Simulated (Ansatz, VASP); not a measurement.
# Cross-check of PtAu2 (Au-Pt-Au stack, (111) layers) between VASP and Ansatz, part 2 of 2

One calculation is typed for both programs; each brings its own data sets. How far apart do they land? The cell is taken from a series of runs on this material, whose earlier steps may have relaxed, scaled, displaced or heated it; both programs get it as it stands.

VASP 6.6.1 and Ansatz 0.2.0.

So far: The starting structure; Ansatz: zone-centre phonons, PBEsol.

### Step 3. VASP: zone-centre phonons, PBEsol

Level of this step: PBEsol; plane waves and PAW (Au, Pt) (VASP).

The same cell, functional, mesh and smearing now go to VASP, with its own data sets.

Lines of VASP's logs that name or quote its potential files are left out, and so is its time.

Contents of INCAR:

```
SYSTEM = PtAu2
PREC = Accurate
ENCUT = 500
EDIFF = 1E-08
NELM = 120
ISMEAR = 1
SIGMA = 0.2
LREAL = .FALSE.
ALGO = Normal
GGA = PS
NBANDS = 22
LASPH = .TRUE.
LORBIT = 11
LWAVE = .FALSE.
LCHARG = .FALSE.
ISIF = 2
IBRION = 8
GGA_COMPAT = .FALSE.
NELMDL = -8
KPAR = 2
```

Contents of POSCAR:

```
PtAu2
1.0
    2.7472768566      0.0000000000      0.0000000000
   -1.3736384283      2.3792115490      0.0000000000
    0.0000000000      0.0000000000     32.8528545601
Au Pt
2 1
Direct
    1.0000000000      0.0000000000      0.1626794589
    0.6666666666      0.3333333334      0.3099257441
    0.3333333333      0.6666666667      0.2363026015
```

Contents of KPOINTS:

```
Automatic mesh
0
Gamma
6 6 1
0 0 0
```

PAW data sets: Au and Pt (PBE family, release 64).

On the command line:

```sh
mpirun -np 2 vasp_std
```

Numbers of over 12 decimals in the logs are rounded to 6 here.

What it wrote:

```text
[banner, memory and clock lines left out]
running    2 mpi-ranks, on    1 nodes
 distrk:  each k-point on    1 cores,    2 groups
 distr:  one band on    1 cores,    1 groups

 POSCAR found type information on POSCAR AuPt
 POSCAR found :  2 types and       3 ions
|                                                                             |
|               ----> ADVICE to this user running VASP <----                  |
|                                                                             |
|     You enforced a specific xc type in the INCAR file but a different       |
|     [... a line on the potential file left out ...]
|     I HOPE YOU KNOW WHAT YOU ARE DOING!                                     |
|                                                                             |

 LDA part: xc-table for (Slater+PW92), standard interpolation
 POSCAR, INCAR and KPOINTS ok, starting setup
 FFT: planning ... GRIDC
 FFT: planning ... GRID_SOFT
 FFT: planning ... GRID
 WAVECAR not read
 entering main loop
       N       E                     dE             d eps       ncg     rms          rms(c)
DAV:   1     0.214927756297E+03    0.21493E+03   -0.12483E+04   308   0.112E+03
DAV:   2    -0.384676162416E+01   -0.21877E+03   -0.20585E+03   446   0.224E+02
DAV:   3    -0.149579680477E+02   -0.11111E+02   -0.10020E+02   368   0.523E+01
DAV:   4    -0.151505008000E+02   -0.19253E+00   -0.19114E+00   382   0.739E+00
DAV:   5    -0.151551814100E+02   -0.46806E-02   -0.46800E-02   388   0.107E+00
DAV:   6    -0.151553211145E+02   -0.13970E-03   -0.13970E-03   418   0.180E-01
DAV:   7    -0.151553261669E+02   -0.50523E-05   -0.50521E-05   404   0.301E-02
DAV:   8    -0.151553263985E+02   -0.23164E-06   -0.23186E-06   392   0.594E-03    0.174E+01
DAV:   9    -0.143520648432E+02    0.80326E+00   -0.45798E+00   352   0.209E+01    0.121E+01
DAV:  10    -0.148732423195E+02   -0.52118E+00   -0.40518E+00   348   0.233E+01    0.103E+01
DAV:  11    -0.140772758636E+02    0.79597E+00   -0.37856E+00   338   0.171E+01    0.183E+00
DAV:  12    -0.141409058741E+02   -0.63630E-01   -0.96303E-01   338   0.749E+00    0.335E+00
DAV:  13    -0.140423678857E+02    0.98538E-01   -0.34823E-01   336   0.631E+00    0.836E-01
DAV:  14    -0.140298650811E+02    0.12503E-01   -0.14148E-02   338   0.103E+00    0.523E-01
[...]
DAV:  24    -0.140231778229E+02   -0.41920E-05   -0.10861E-07   302   0.790E-04    0.829E-04
DAV:  25    -0.140231791513E+02   -0.13285E-05   -0.55939E-08   320   0.167E-03    0.407E-04
DAV:  26    -0.140231795971E+02   -0.44571E-06   -0.50100E-09   230   0.516E-04    0.188E-04
DAV:  27    -0.140231798284E+02   -0.23136E-06   -0.58994E-09   232   0.239E-04    0.854E-05
DAV:  28    -0.140231798703E+02   -0.41904E-07   -0.96362E-10   240   0.102E-04    0.294E-05
DAV:  29    -0.140231799173E+02   -0.47008E-07   -0.50483E-10   204   0.713E-05    0.166E-05
DAV:  30    -0.140231799375E+02   -0.20151E-07   -0.30992E-10   214   0.668E-05    0.134E-05
DAV:  31    -0.140231799443E+02   -0.68144E-08   -0.25326E-10   226   0.459E-05
   1 F= -.14023180E+02 E0= -.14022374E+02  d E =-.241708E-02
 Linear response reoptimize wavefunctions to high precision
DAV:   1    -0.140231799481E+02   -0.37844E-08   -0.28600E-11   238   0.272E-05
DAV:   2    -0.140231799481E+02    0.25466E-10    0.23879E-11   208   0.104E-05
 Linear response DOF=           4
 Linear response progress:
  Degree of freedom:   1/  4
       N       E                     dE             d eps       ncg     rms          rms(c)
RMM:   1    -0.266030296010E+00   -0.26603E+00   -0.23016E-01  1444   0.335E+00
RMM:   2    -0.264983162181E+00    0.10471E-02   -0.29897E-03  1341   0.373E-01    0.855E-02
RMM:   3    -0.264300688151E+00    0.68247E-03   -0.25211E-04  1374   0.954E-02    0.439E-02
RMM:   4    -0.263765246870E+00    0.53544E-03   -0.36728E-04  1425   0.996E-02    0.118E-02
RMM:   5    -0.263716408907E+00    0.48838E-04   -0.98511E-06  1420   0.208E-02    0.599E-03
RMM:   6    -0.263580185087E+00    0.13622E-03   -0.42901E-07  1466   0.432E-03    0.556E-04
RMM:   7    -0.263579868361E+00    0.31673E-06   -0.34294E-08  1473   0.953E-04    0.482E-04
RMM:   8    -0.263579125295E+00    0.74307E-06   -0.38833E-09  1499   0.384E-04    0.181E-04
RMM:   9    -0.263577569658E+00    0.15556E-05    0.32340E-10  1495   0.148E-04    0.100E-04
RMM:  10    -0.263575930469E+00    0.16392E-05    0.42305E-09  1486   0.101E-04    0.179E-05
RMM:  11    -0.263576052994E+00   -0.12253E-06    0.41474E-09  1492   0.256E-05    0.704E-06
RMM:  12    -0.263576042468E+00    0.10526E-07    0.23151E-09  1496   0.885E-06    0.165E-06
RMM:  13    -0.263576042262E+00    0.20599E-09    0.13543E-09  1351   0.329E-06    0.678E-07
 first order change of Fermi-energy   0.11510E-03
 force on displaced ion       1 direction 1 :  -0.336   0.000   0.000
 Linear response progress:
  Degree of freedom:   2/  4
       N       E                     dE             d eps       ncg     rms          rms(c)
RMM:   1    -0.365726686136E+00   -0.36573E+00   -0.25875E-01   523   0.356E+00
RMM:   2    -0.362782223964E+00    0.29445E-02   -0.43846E-03   467   0.437E-01    0.227E-01
RMM:   3    -0.363000197419E+00   -0.21797E-03   -0.85064E-04   493   0.163E-01    0.202E-01
RMM:   4    -0.362612565120E+00    0.38763E-03   -0.82357E-04   513   0.148E-01    0.186E-01
RMM:   5    -0.363019455470E+00   -0.40689E-03   -0.39187E-04   506   0.106E-01    0.384E-02
RMM:   6    -0.362878720262E+00    0.14074E-03   -0.39197E-05   494   0.349E-02    0.106E-02
RMM:   7    -0.362812854336E+00    0.65866E-04   -0.16805E-06   517   0.877E-03    0.204E-03
RMM:   8    -0.362798074085E+00    0.14780E-04   -0.13692E-07   509   0.206E-03    0.554E-04
RMM:   9    -0.362794800640E+00    0.32734E-05   -0.16581E-08   514   0.639E-04    0.318E-04
RMM:  10    -0.362793768309E+00    0.10323E-05   -0.20908E-09   518   0.244E-04    0.138E-04
RMM:  11    -0.362790839244E+00    0.29291E-05   -0.44205E-09   519   0.204E-04    0.659E-05
RMM:  12    -0.362790532538E+00    0.30671E-06   -0.10433E-09   516   0.120E-04    0.311E-05
RMM:  13    -0.362790014233E+00    0.51831E-06    0.73939E-09   546   0.105E-04    0.168E-05
RMM:  14    -0.362789775039E+00    0.23919E-06    0.49583E-08   543   0.477E-05    0.108E-05
RMM:  15    -0.362789722950E+00    0.52089E-07   -0.15673E-09   542   0.346E-05    0.695E-06
RMM:  16    -0.362789757845E+00   -0.34896E-07    0.91381E-09   537   0.226E-05    0.347E-06
RMM:  17    -0.362789740702E+00    0.17144E-07   -0.68805E-10   501   0.172E-05    0.262E-06
RMM:  18    -0.362789726710E+00    0.13992E-07    0.27499E-09   473   0.106E-05    0.839E-07
RMM:  19    -0.362789730977E+00   -0.42672E-08    0.73469E-10   456   0.591E-06    0.439E-07
 first order change of Fermi-energy   0.61854E+00
 force on displaced ion       1 direction 3 :   0.000   0.000  -4.257
 Linear response progress:
  Degree of freedom:   3/  4
       N       E                     dE             d eps       ncg     rms          rms(c)
RMM:   1    -0.229340701720E+00   -0.22934E+00   -0.22269E-01   987   0.268E+00
RMM:   2    -0.228117594420E+00    0.12231E-02   -0.25974E-03   859   0.302E-01    0.103E-01
RMM:   3    -0.227416027275E+00    0.70157E-03   -0.28496E-04   876   0.859E-02    0.554E-02
RMM:   4    -0.226877641183E+00    0.53839E-03   -0.35741E-04   928   0.860E-02    0.136E-02
RMM:   5    -0.226803052093E+00    0.74589E-04   -0.15501E-05   947   0.231E-02    0.133E-02
RMM:   6    -0.226766420431E+00    0.36632E-04   -0.27204E-06   952   0.877E-03    0.618E-03
RMM:   7    -0.226757275519E+00    0.91449E-05   -0.19692E-06   947   0.680E-03    0.483E-04
RMM:   8    -0.226753492796E+00    0.37827E-05    0.20073E-08   968   0.119E-03    0.266E-04
RMM:   9    -0.226751523110E+00    0.19697E-05    0.25925E-08   950   0.304E-04    0.736E-05
RMM:  10    -0.226751225349E+00    0.29776E-06    0.53102E-08   965   0.107E-04    0.157E-05
RMM:  11    -0.226751107286E+00    0.11806E-06    0.17818E-08   985   0.308E-05    0.538E-06
RMM:  12    -0.226751116481E+00   -0.91951E-08    0.20153E-08   979   0.968E-06    0.393E-06
 first order change of Fermi-energy  -0.21400E-03
 force on displaced ion       3 direction 1 :  -0.683   0.000   0.000
 Linear response progress:
  Degree of freedom:   4/  4
       N       E                     dE             d eps       ncg     rms          rms(c)
RMM:   1    -0.337335109133E+00   -0.33734E+00   -0.26202E-01   571   0.291E+00
RMM:   2    -0.330262840740E+00    0.70723E-02   -0.33604E-03   485   0.355E-01    0.270E-01
RMM:   3    -0.330297403973E+00   -0.34563E-04   -0.43739E-04   508   0.106E-01    0.176E-01
RMM:   4    -0.331097586301E+00   -0.80018E-03   -0.44101E-04   527   0.101E-01    0.899E-02
RMM:   5    -0.330763770013E+00    0.33382E-03   -0.22814E-04   522   0.711E-02    0.164E-02
RMM:   6    -0.330736079511E+00    0.27691E-04   -0.57648E-06   515   0.130E-02    0.135E-02
RMM:   7    -0.330725327275E+00    0.10752E-04   -0.32570E-06   512   0.880E-03    0.990E-03
RMM:   8    -0.330685545523E+00    0.39782E-04   -0.18497E-06   509   0.720E-03    0.654E-04
RMM:   9    -0.330678633318E+00    0.69122E-05    0.22936E-08   519   0.106E-03    0.346E-04
RMM:  10    -0.330674529287E+00    0.41040E-05    0.49626E-09   520   0.340E-04    0.499E-05
RMM:  11    -0.330674107049E+00    0.42224E-06    0.22549E-08   530   0.825E-05    0.170E-05
RMM:  12    -0.330674055839E+00    0.51210E-07    0.13370E-07   524   0.335E-05    0.930E-06
RMM:  13    -0.330674081456E+00   -0.25617E-07    0.69398E-08   533   0.372E-05    0.590E-06
RMM:  14    -0.330674081633E+00   -0.17738E-09    0.80156E-08   545   0.332E-05    0.488E-06
 first order change of Fermi-energy   0.12660E-02
 force on displaced ion       3 direction 3 :   0.000   0.000  -8.446
 Linear response finished
```

Parts of OUTCAR (step 3):

```text
ion  position               nearest neighbor table
   1  0.000  0.000  0.163-   3 2.89   3 2.89   3 2.89
   2  0.667  0.333  0.310-   3 2.89   3 2.89   3 2.89
   3  0.333  0.667  0.236-   1 2.89   2 2.89   2 2.89   1 2.89   2 2.89   1 2.89

  LATTYP: Found a hexagonal cell.
 ALAT       =     2.7472768566
 C/A-ratio  =    11.9583341159

 Subroutine GETGRP returns: Found 12 space group operations
 (whereof  6 operations were pure point group operations)

The static configuration has the point symmetry C_3v.
 The point group associated with its full space group is D_3d.

 Found      7 irreducible k-points:

   k-points           NKPTS =      7   k-points in BZ     NKDIM =      7   number of bands    NBANDS=     22

   dimension x,y,z NGX =    20 NGY =   20 NGZ =  240
   dimension x,y,z NGXF=    40 NGYF=   40 NGZF=  480

   ENCUT  =  500.0 eV  36.75 Ry    6.06 a.u.   5.01  5.01 59.90*2*pi/ulx,y,z

   NELECT =      32.0000    total number of electrons

 k-points in reciprocal lattice and weights: Automatic mesh
   0.00000000  0.00000000  0.00000000       0.028
   0.16666667  0.00000000  0.00000000       0.167
   0.33333333  0.00000000  0.00000000       0.167
   0.50000000  0.00000000  0.00000000       0.083
   0.16666667  0.16666667  0.00000000       0.167
   0.33333333  0.16666667  0.00000000       0.333
   0.33333333  0.33333333  0.00000000       0.056

 average (electrostatic) potential at core
       1 -74.9274       2 -74.9274       3 -75.0896

  Total        0.0777375      0.0777375      0.0913778      0.0000000      0.0000000      0.0000000
  in kB        0.5800064      0.5800064      0.6817776      0.0000000      0.0000000      0.0000000
  external PRESSURE =       0.6139302 kB  Pullay stress =       0.0000000 kB

  energy-cutoff  :      500.00
  volume of cell :      214.74
      direct lattice vectors                 reciprocal lattice vectors
     2.747276857  0.000000000  0.000000000     0.363996806  0.210153654  0.000000000
    -1.373638428  2.379211549  0.000000000     0.000000000  0.420307307  0.000000000
     0.000000000  0.000000000 32.852854560     0.000000000  0.000000000  0.030438755

 POSITION                                       TOTAL-FORCE (eV/Angst)
 -----------------------------------------------------------------------------------
      0.00000      0.00000      5.34448        -0.000000      0.000000     -0.026728
      1.37364      0.79307     10.18195         0.000000     -0.000000      0.026728
     -0.00000      1.58614      7.76321         0.000000      0.000000     -0.000000
 -----------------------------------------------------------------------------------
    total drift:                                0.000000     -0.000000     -0.000024

 Eigenvectors and eigenvalues of the dynamical matrix
 ----------------------------------------------------

   1 f  =    3.976672 THz    24.986164 2PiTHz  132.647483 cm-1    16.446184 meV
             X         Y         Z           dx          dy          dz
      0.000000  0.000000  5.344485    -0.000000   -0.000000   -0.406736
      1.373638  0.793071 10.181945    -0.000000   -0.000000   -0.406736
     -0.000000  1.586141  7.763215     0.000000    0.000000    0.818005

   2 f  =    2.308954 THz    14.507589 2PiTHz   77.018432 cm-1     9.549064 meV
             X         Y         Z           dx          dy          dz
      0.000000  0.000000  5.344485    -0.000000   -0.000000   -0.707107
      1.373638  0.793071 10.181945    -0.000000   -0.000000    0.707107
     -0.000000  1.586141  7.763215     0.000000   -0.000000   -0.000000

   3 f  =    1.135537 THz     7.134791 2PiTHz   37.877447 cm-1     4.696203 meV
             X         Y         Z           dx          dy          dz
      0.000000  0.000000  5.344485     0.410384   -0.000000   -0.000000
      1.373638  0.793071 10.181945     0.410384   -0.000000    0.000000
     -0.000000  1.586141  7.763215    -0.814352    0.000000    0.000000

   4 f  =    1.135537 THz     7.134791 2PiTHz   37.877447 cm-1     4.696203 meV
             X         Y         Z           dx          dy          dz
      0.000000  0.000000  5.344485    -0.000000   -0.410384   -0.000000
      1.373638  0.793071 10.181945    -0.000000   -0.410384   -0.000000
     -0.000000  1.586141  7.763215     0.000000    0.814352   -0.000000

   5 f  =    0.632457 THz     3.973847 2PiTHz   21.096510 cm-1     2.615633 meV
             X         Y         Z           dx          dy          dz
      0.000000  0.000000  5.344485     0.707107   -0.000001   -0.000000
      1.373638  0.793071 10.181945    -0.707107    0.000001    0.000000
     -0.000000  1.586141  7.763215     0.000000   -0.000000    0.000000

   6 f  =    0.632457 THz     3.973847 2PiTHz   21.096510 cm-1     2.615633 meV
             X         Y         Z           dx          dy          dz
      0.000000  0.000000  5.344485    -0.000001   -0.707107    0.000000
      1.373638  0.793071 10.181945     0.000001    0.707107   -0.000000
     -0.000000  1.586141  7.763215    -0.000000    0.000000   -0.000000

   7 f/i=    0.001398 THz     0.008782 2PiTHz    0.046625 cm-1     0.005781 meV
             X         Y         Z           dx          dy          dz
      0.000000  0.000000  5.344485    -0.000000   -0.000000    0.578417
      1.373638  0.793071 10.181945    -0.000000   -0.000000    0.578417
     -0.000000  1.586141  7.763215     0.000000   -0.000000    0.575211

   8 f/i=    0.006779 THz     0.042595 2PiTHz    0.226131 cm-1     0.028037 meV
             X         Y         Z           dx          dy          dz
      0.000000  0.000000  5.344485    -0.003501    0.575824    0.000000
      1.373638  0.793071 10.181945    -0.003501    0.575824    0.000000
     -0.000000  1.586141  7.763215    -0.003528    0.580360    0.000000

   9 f/i=    0.006779 THz     0.042595 2PiTHz    0.226131 cm-1     0.028037 meV
             X         Y         Z           dx          dy          dz
      0.000000  0.000000  5.344485    -0.575824   -0.003501   -0.000000
      1.373638  0.793071 10.181945    -0.575824   -0.003501   -0.000000
     -0.000000  1.586141  7.763215    -0.580360   -0.003528   -0.000000

 ELASTIC MODULI CONTR FROM IONIC RELAXATION (kBar)
 Direction    XX          YY          ZZ          XY          YZ          ZX
 --------------------------------------------------------------------------------
 XX        -173.9565   -167.2132   -252.7624      0.0000      3.4279     -0.0000
 YY        -167.2132   -173.9565   -252.7624      0.0000     -3.4279     -0.0000
 ZZ        -252.7624   -252.7624   -374.5282      0.0000     -0.0000     -0.0000
 XY           0.0000      0.0000      0.0000     -3.3717      0.0000      1.6734
 YZ           3.4279     -3.4279     -0.0000      0.0000     -3.4851     -0.0000
 ZX          -0.0000     -0.0000     -0.0000      1.6734     -0.0000     -0.8306
 --------------------------------------------------------------------------------
```

### Step 4. Side by side

Known differences besides the potentials themselves: Ansatz cuts the interaction across the vacuum, VASP repeats the sheet without a dipole correction; VASP's run holds the zone centre alone; the data sets hold 56 valence electrons in Ansatz (on its default PAW (the set named soft_2) files) and 32 in VASP; the cutoff is 420 eV in Ansatz and 500 eV in VASP; Ansatz makes its cores anew for this functional, VASP keeps those of its PBE data sets. Total energies have different zeros and are not compared.

Both answers:

```
                  quantity  Ansatz   VASP  difference
optical mode 1 to 2 (cm⁻¹)    20.6   21.1        -0.4
optical mode 3 to 4 (cm⁻¹)    38.0   37.9        +0.2
     optical mode 5 (cm⁻¹)    77.2   77.0     +0.17 %
     optical mode 6 (cm⁻¹)   133.0  132.6     +0.25 %
```

Modes are paired by rising frequency, not by their patterns, so a pair may set unlike modes beside each other; they are those without the splitting of longitudinal modes. Where the cell holds vacuum, a pressure given here is an average over it and none of the material.

### Step 5. Summary of results

| Item | Value |
| --- | --- |
| r.m.s. difference of the optical zone-centre modes, each program's sorted by frequency (zone-centre phonons, PBEsol) | 0.31 cm⁻¹ |

**Reading.** The r.m.s. difference of the optical zone-centre modes, each program's sorted by frequency is 0.31 cm⁻¹ (zone-centre phonons, PBEsol). The data sets hold unlike numbers of valence electrons (56 in Ansatz and 32 in VASP), so part of the differences may come from the potentials. How closely two codes agree says nothing of how well the functional describes the real material.

[Lines on the potential files, build, host, timing and source positions are cut from VASP's logs without a mark.]

[Logs are printed without paths, hosts, clocks, repeated set-up lines and the standing remarks that a program may print on its own settings, such as how far it seeks lower states.]

[Hosts, paths, dates, database ids (printed as entryN), source tags and the programs' standing remarks are cut or masked in the printed files.]
